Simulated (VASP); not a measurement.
# CaP2Ru2 (I4/mmm) in VASP: single point with LDA

Aim: the single point of CaP2Ru2 with LDA.

All numbers are computed with VASP 6.6.1; they aren't measurements. Logs are shortened: lines on timing, memory, paths and dates and some standing lists are left out, and cuts for length are marked.

## (1) The structure

It takes space group I4/mmm (No. 139, tetragonal). Conventional cell: a = 4.047 Å, b = 4.047 Å, c = 9.927 Å, α = 90.00°, β = 90.00°, γ = 90.00°. Ca (site symmetry 4/mmm) is surrounded by 10 P at 3.16 to 3.62 Å and 8 Ru at 3.20 Å. P (site symmetry 4mm) has 4 Ru at 2.32 Å as nearest neighbours. Ru (site symmetry -4m2) has 4 P at 2.32 Å as nearest neighbours.

The cell is a database's computed one.

## (2) Single point, LDA

Contents of INCAR:

```
PREC = Accurate
ENCUT = 520
EDIFF = 1E-7
ISMEAR = 1
SIGMA = 0.1
LREAL = False
LASPH = True
NELM = 100
ALGO = Fast
ISIF = 2
LWAVE = False
LCHARG = False
GGA = CA
NBANDS = 32
```

Contents of KPOINTS:

```
regular mesh
0
Gamma
  9 9 9
```

Contents of POSCAR:

```
CaP2Ru2
1.0
   -2.0232980000      2.0232980000      4.9636710000
    2.0232980000     -2.0232980000      4.9636710000
    2.0232980000      2.0232980000     -4.9636710000
Ca P Ru
1 2 2
Direct
    0.0000000000      0.0000000000      0.0000000000
    0.6357110000      0.6357110000      0.0000000000
    0.3642890000      0.3642890000      0.0000000000
    0.7500000000      0.2500000000      0.5000000000
    0.2500000000      0.7500000000      0.5000000000
```

Potentials or basis: VASP PAW LDA potentials, release 64 (Ca_sv, P, Ru_pv).

Command:

```sh
$ cat potpaw_LDA.64/Ca_sv/POTCAR potpaw_LDA.64/P/POTCAR potpaw_LDA.64/Ru_pv/POTCAR > POTCAR
$ mpirun -np 1 vasp_std > vasp.out
```

OUTCAR:

```text
PREC = Accurate
   ENCUT = 520
   EDIFF = 1E-7
   ISMEAR = 1
   LREAL = False
   LASPH = True
   NELM = 100
   ISIF = 2
   GGA = CA

 ion  position               nearest neighbor table
   1  0.000  0.000  0.000-   4 3.20   5 3.20   4 3.20   5 3.20   4 3.20   5 3.20   4 3.20   5 3.20

   2  0.636  0.636  0.000-   5 2.32   4 2.32   4 2.32   5 2.32   3 2.69
   3  0.364  0.364  0.000-   4 2.32   5 2.32   5 2.32   4 2.32   2 2.69
   4  0.750  0.250  0.500-   3 2.32   2 2.32   3 2.32   2 2.32   5 2.86   5 2.86   5 2.86   5 2.86
                             1 3.20   1 3.20   1 3.20   1 3.20
   5  0.250  0.750  0.500-   3 2.32   2 2.32   3 2.32   2 2.32   4 2.86   4 2.86   4 2.86   4 2.86
                             1 3.20   1 3.20   1 3.20   1 3.20

  LATTYP: Found a body centered tetragonal cell.
 ALAT       =     4.0465960000
 C/A-ratio  =     2.4532575033

  Lattice vectors:

 A1 = (  -2.0232980000,   2.0232980000,   4.9636710000)
 A2 = (   2.0232980000,  -2.0232980000,   4.9636710000)
 A3 = (   2.0232980000,   2.0232980000,  -4.9636710000)

Analysis of symmetry for initial positions (statically):
=====================================================================
 Subroutine PRICEL returns:
 Original cell was already a primitive cell.

 Routine SETGRP: Setting up the symmetry group for a
 body centered tetragonal supercell.

 Subroutine GETGRP returns: Found 16 space group operations
 (whereof 16 operations were pure point group operations)
 out of a pool of 16 trial point group operations.

The static configuration has the point symmetry D_4h.

Analysis of symmetry for dynamics (positions and initial velocities):
=====================================================================
 Subroutine PRICEL returns:
 Original cell was already a primitive cell.

 Routine SETGRP: Setting up the symmetry group for a
 body centered tetragonal supercell.

 Subroutine GETGRP returns: Found 16 space group operations
 (whereof 16 operations were pure point group operations)
 out of a pool of 16 trial point group operations.

The dynamic configuration has the point symmetry D_4h.

 Subroutine INISYM returns: Found 16 space group operations
 (whereof 16 operations are pure point group operations),
 and found     1 'primitive' translations

----------------------------------------------------------------------------------------

                                     Primitive cell

  volume of cell :      81.2798

[... 97 lines left out ...]
   NSW    =      0    number of steps for IOM
   IBRION =     -1    ionic relax: 0-MD 1-quasi-New 2-CG
   NFREE  =      0    steps in history (QN), initial steepest desc. (CG)
   ISIF   =      2    stress and relaxation
   ISYM   =      2    0-nonsym 1-usesym 2-fastsym
   POTIM  = 0.5000    time-step for ionic-motion
   TEBEG  =    0.0;   TEEND  =   0.0 temperature during run
   PSTRESS=    0.0 pullay stress
   NELECT =      48.0000    total number of electrons
   NUPDOWN=      -1.0000    fix difference up-down
   EMIN   =  10.00;   EMAX   =-10.00  energy-range for DOS
   EFERMI =   0.00;   METHOD = LEGACY
   ISMEAR =     1;   SIGMA  =   0.10  broadening in eV -4-tet -1-fermi 0-gaus
   EFERMI_NEDOS =   21; number of points for ismear=-14 and -15
   IALGO  =     68    algorithm
   IMIX   =      4    mixing-type and parameters
     AMIX     =   0.40;   BMIX     =  1.00
     AMIX_MAG =   1.60;   BMIX_MAG =  1.00
  volume/ion in A,a.u.               =      16.26       109.70
  Fermi-wavevector in a.u.,A,eV,Ry     =   1.373497  2.595533 25.667305  1.886494
  Thomas-Fermi vector in A             =   2.499009
   LORBIT       =      0    0 simple, 1 ext, 2 COOP (PROOUT), +10 PAW based schemes
   GGA     = CA    functional components
   LHFCALC =     F    Hartree Fock is set to
   AEXX    =    0.0000 exact exchange contribution
   IVDW    =     0    specifies the selected vdW correction
   LEPSILON=     F    determine dielectric tensor
   LRPA    =     F    only Hartree local field effects (RPA)
 non-spin polarized calculation
 RMM-DIIS sequential band-by-band and
 Methfessel and Paxton  Order N= 1 SIGMA  =   0.10
  energy-cutoff  :      520.00
  volume of cell :       81.28
 maximum number of plane-waves:      2213
 NGX is ok and might be reduce to    48
   NGX = 21   NGY = 21   NGZ = 21

 number of electron      48.0000005 magnetization

 Free energy of the ion-electron system (eV)
  ---------------------------------------------------
  ext. energy  EPLUGINS =         0.00000000
  ---------------------------------------------------
  free energy    TOTEN  =       -40.63432262 eV

  energy without entropy =      -40.63334192  energy(sigma->0) =      -40.63399572

 E-fermi :   8.8366     XC(G=0): -11.8553

 val. band max:        8.8333947188   @ k =  -0.4444   0.4444   0.1111
 cond. band min:       8.9154057678   @ k =   0.2222   0.2222   0.1111
 fundamental gap:      0.0820110490
 Fermi energy:         8.8365890431

 k-point     1 :       0.0000    0.0000    0.0000
  band No.  band energies     occupation
      1     -33.9287      2.00000
      2     -33.9287      2.00000
      3     -33.6329      2.00000
      4     -33.6329      2.00000
      5     -33.5639      2.00000
      6     -33.4878      2.00000
[... 829 lines left out ...]
     31      13.6654      0.00000
     32      14.0092      0.00000

 [... further k-points ...]

------------------------ aborting loop because EDIFF is reached ----------------------------------------

  FORCE on cell =-STRESS in cart. coord.  units (eV):
  Direction    XX          YY          ZZ          XY          YZ          ZX
  --------------------------------------------------------------------------------------
  -------------------------------------------------------------------------------------
  Total       -3.0415956     -3.0415956     -2.9605680      0.0000000      0.0000000      0.0000000
  in kB      -59.9555473    -59.9555473    -58.3583421      0.0000000      0.0000000      0.0000000
  external PRESSURE =     -59.4231456 kB  Pullay stress =       0.0000000 kB

 VOLUME and BASIS-vectors are now :
 -----------------------------------------------------------------------------
  energy-cutoff  :      520.00
  volume of cell :       81.28
      direct lattice vectors                 reciprocal lattice vectors
    -2.023298000  2.023298000  4.963671000     0.000000000  0.247121284  0.100731898
     2.023298000 -2.023298000  4.963671000     0.247121284  0.000000000  0.100731898
     2.023298000  2.023298000 -4.963671000     0.247121284  0.247121284  0.000000000

 POSITION                                       TOTAL-FORCE (eV/Angst)
 -----------------------------------------------------------------------------------
      0.00000      0.00000      0.00000        -0.000000     -0.000000     -0.000000
      0.00000      0.00000      6.31092         0.000000      0.000000      0.027907
      0.00000      0.00000      3.61642         0.000000      0.000000     -0.027907
      0.00000      2.02330      2.48184        -0.000000     -0.000000     -0.000000
      2.02330      0.00000      2.48184        -0.000000     -0.000000      0.000000
 -----------------------------------------------------------------------------------
    total drift:                                0.000000     -0.000000      0.000000

  FREE ENERGIE OF THE ION-ELECTRON SYSTEM (eV)
  ---------------------------------------------------
  free  energy   TOTEN  =       -40.6343226171 eV

  energy  without entropy=      -40.6333419227  energy(sigma->0) =      -40.63399572
```

Wall time 7.4 min (1 thread of Intel Xeon Platinum 8488C (Sapphire Rapids), shared host); peak memory 0.37 GiB.

What came out:

```yaml
Free_energy: -40.6343 eV
Pressure: -5.9 GPa
Largest_force: 0.028 eV/Å
Band_gap_on_the_k_mesh: none (metal or under the smearing width)
```

Forces on the atoms (eV/Å):
```
Ca   0.000  0.000  0.000
P    0.000  0.000  0.028
P    0.000  0.000 -0.028
Ru   0.000  0.000  0.000
Ru   0.000  0.000  0.000
```
